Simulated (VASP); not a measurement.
Runs of VASP 6.6.1 on N2. The cell holds a molecule in a box, 2 atoms: a = 11.441 Å, b = 11.941 Å, c = 12.441 Å, α = 90.00°, β = 90.00°, γ = 90.00°. 

| level | potentials or basis | grid for exact exchange (PRECFOCK) | screening parameter | gap on the mesh (eV) | largest force (eV/Å) |
| --- | --- | --- | --- | --- | --- |
| HSE06+D3(BJ) | VASP PAW PBE potentials, release 64 (N) | Fast | 0.2 1/A | 10.47 | (a) |
| optB86b-vdW | VASP PAW PBE potentials, release 64 (N) | - | - | 8.03 | 0.24 |
| RPBE | VASP PAW PBE potentials, release 64 (N) | - | - | 8.05 | 0.66 |
| LDA | VASP PAW LDA potentials, release 64 (N) | - | - | 7.92 | 1.97 |
| rev-vdW-DF2 | VASP PAW PBE potentials, release 64 (N) | - | - | 8.02 | 0.38 |
| RPBE+D3(BJ) | VASP PAW PBE potentials, release 64 (N) | - | - | 8.05 | 0.65 |
| r2SCAN+rVV10 | VASP PAW PBE potentials, release 64 (N) | - | - | 8.77 | (b) |
| PBEsol | VASP PAW PBE potentials, release 64 (N) | - | - | 7.98 | 0.25 |

Alike in all rows: task single point; no spin polarisation; cell as given; k mesh 1 × 1 × 1; cutoff (eV) 400; smearing gaussian 0.01 eV.

Q: Estimate the missing entries.

A: (a) 1.64; (b) 0.91.

Caveats: the standard files for N, O and F lose accuracy on very short bonds; the PAW data sets were made with another functional, which shifts forces and pressure a little (some runs).

Runs at the PBE level aren't shown here.
